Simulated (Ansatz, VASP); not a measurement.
This is a calculation of RbMg2 for VASP 6.6.1.

File INCAR:

```
PREC = Accurate
ENCUT = 520
EDIFF = 1E-7
ISMEAR = -1
SIGMA = 0.05
LREAL = F
LASPH = T
NELM = 80
ALGO = Normal
ISIF = 2
LWAVE = F
LCHARG = F
GGA = PE
NBANDS = 22
```

Contents of KPOINTS:

```
Automatic mesh
0
Gamma
  7 7 6
```

Contents of POSCAR:

```
RbMg2
1.0
    1.9478019933    -13.8044883642      0.0000000000
    1.9478019933     13.8044883642      0.0000000000
    0.0000000000      0.0000000000      4.8959378056
Rb Mg
2 4
Direct
    0.6728470000      0.3271530000      0.2500000000
    0.3271530000      0.6728470000      0.7500000000
    0.4512240000      0.5487760000      0.2500000000
    0.0425010000      0.9574990000      0.2500000000
    0.9574990000      0.0425010000      0.7500000000
    0.5487760000      0.4512240000      0.7500000000
```

Potentials or basis: VASP PAW PBE potentials, release 64 (Rb_sv, Mg).

Command:

```sh
$ cat potpaw_PBE.64/Rb_sv/POTCAR potpaw_PBE.64/Mg/POTCAR > POTCAR
$ mpirun -np 1 vasp_std > vasp.out
```

Problem. Translate it to Ansatz 0.2.0. Potentials there: Ansatz PAW.

Solution. As run (the cutoff follows the program's own potentials):

File input.yaml:

```yaml
crystal:
  lattice:
    - [1.9478019933, -13.8044883642, 0.0]
    - [1.9478019933, 13.8044883642, 0.0]
    - [0.0, 0.0, 4.8959378056]
  atoms:
    - { symbol: Rb, position: [0.672847, 0.327153, 0.25] }
    - { symbol: Rb, position: [0.327153, 0.672847, 0.75] }
    - { symbol: Mg, position: [0.451224, 0.548776, 0.25] }
    - { symbol: Mg, position: [0.042501, 0.957499, 0.25] }
    - { symbol: Mg, position: [0.957499, 0.042501, 0.75] }
    - { symbol: Mg, position: [0.548776, 0.451224, 0.75] }
hamiltonian:
  xc: pbe
  pseudopotentials: { kind: paw }
kpoints:
  mp_grid: { grid: [7, 7, 6] }
scf:
  occupations: { method: fermi_dirac, width: 0.05 }
output:
  forces: true
  stress: true
  eigenvalues: true
```

Potentials or basis: Ansatz PAW.

The run is started by

```sh
$ ansatz run input.yaml --threads 2 --pin off --max-ram 5120MiB --backend cpu --events-out ev --progress --plain --runs-dir out
```

Both were run:

|  | VASP | Ansatz | Ansatz less VASP |
| --- | --- | --- | --- |
| gap on the k mesh at the Fermi level (eV) | none | none | - |
| pressure (GPa) | -0.5 | -0.4 | +0.03 |
| largest component of the traceless stress (GPa) | 0.53 | 0.53 | +0.001 |
| rms of the force components (eV/Å) | 0.041 | 0.039 | -0.0021 |

Atom by atom the forces differ by 0.003 eV/Å (rms over components). A gap of «none» marks a metal or a gap that the smearing closes. The two sets of potentials don't hold the same shells in valence.
